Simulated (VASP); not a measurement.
Input for VASP

### KPOINTS
```
Regular mesh
0
G
  14 14 14
0 0 0
```

**INCAR**
```
SYSTEM = MoP
PREC = Accurate
ENCUT = 400
EDIFF = 1E-7
NELM = 100
ALGO = Normal
LREAL = .FALSE.
LASPH = .TRUE.
ISMEAR = -5
GGA = PS
LMAXMIX = 4
LWAVE = .FALSE.
LCHARG = .TRUE.
LORBIT = 11
NEDOS = 601
ISIF = 2
```

File POSCAR:
```
MoP
1.0
  2.9732492358   0.0000000000   0.0000000000
  0.0000000000   2.9732492358   0.0000000000
  0.0000000000   0.0000000000   2.9732492358
Mo P
1 1
Cartesian
  0.0000000000   0.0000000000   0.0000000000
  1.4866246179   1.4866246179   1.4866246179
```

POTCAR, in this order: Mo_sv P (PBE.64 set). Program: vasp_std.

Task: Translate this PBEsol calculation to Quantum ESPRESSO's pw.x.

Result: One equivalent input (not run):
```
&CONTROL
  calculation = 'scf'
  pseudo_dir = './pseudo'
  outdir = './out'
  tprnfor = .true.
  tstress = .true.
/
&SYSTEM
  ibrav = 0
  nat = 2
  ntyp = 2
  ecutwfc = 80
  occupations = 'tetrahedra'
  input_dft = 'pbesol'
/
&ELECTRONS
  conv_thr = 7.3e-09
  electron_maxstep = 100
/
ATOMIC_SPECIES
  Mo 95.950 Mo.upf
  P 30.974 P.upf
CELL_PARAMETERS angstrom
     2.9732492    0.0000000    0.0000000
     0.0000000    2.9732492    0.0000000
     0.0000000    0.0000000    2.9732492
ATOMIC_POSITIONS crystal
  Mo   0.0000000  0.0000000  0.0000000
  P    0.5000000  0.5000000  0.5000000
K_POINTS automatic
  14 14 14 0 0 0
```
Limits of the translation: the potentials are each code's own (VASP's PAW set, PseudoDojo norm-conserving files in pw.x), so ENCUT and ecutwfc are chosen apart and not converted; conv_thr bounds pw.x's estimated SCF error, while EDIFF bounds the energy change between steps.

The structure was generated: MoP was put into the CsCl type (Pm-3m), which need not be its known phase. It was relaxed first.
